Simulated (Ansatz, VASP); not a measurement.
# Two plane-wave programs on LiCaF3

```xyz
5
Lattice="3.7612 0.0000 0.0000 0.0000 3.7612 0.0000 0.0000 0.0000 3.7612" Properties=species:S:1:pos:R:3 pbc="T T T"
Ca    0.0000    0.0000    0.0000
F     1.8806    0.0000    1.8806
F     1.8806    1.8806    0.0000
F     0.0000    1.8806    1.8806
Li    1.8806    1.8806    1.8806
```

The cell comes from a database or a generator and needn't be the stable form of this composition.

Alike in both runs: task single point; functional PBE; k mesh 7 × 7 × 7; occupations fermi-dirac, width 0.05 eV; no spin polarisation.

|  | VASP | Ansatz |
| --- | --- | --- |
| version | VASP 6.6.1 | Ansatz 0.2.0 |
| potentials or method | VASP PAW PBE potentials, release 64 (Ca_sv, F, Li_sv) | Ansatz PAW |
| plane-wave cutoff (eV) | 520 | 420 |
| valence electrons in the cell | 34 | 34 |

```tsv
	VASP	Ansatz	Ansatz less VASP
gap on the k mesh at the Fermi level (eV)	6.52	6.53	+0.006
least direct gap on the mesh (eV)	6.59	6.60	+0.005
```

Caveats: an odd mesh through Γ misses points on the zone boundary, where band edges often lie (VASP); odd divisions of the mesh miss points on the zone boundary, where band edges often lie, so the gap on the mesh can be too wide (Ansatz). As with any semilocal functional, this PBE gap is likely too small.
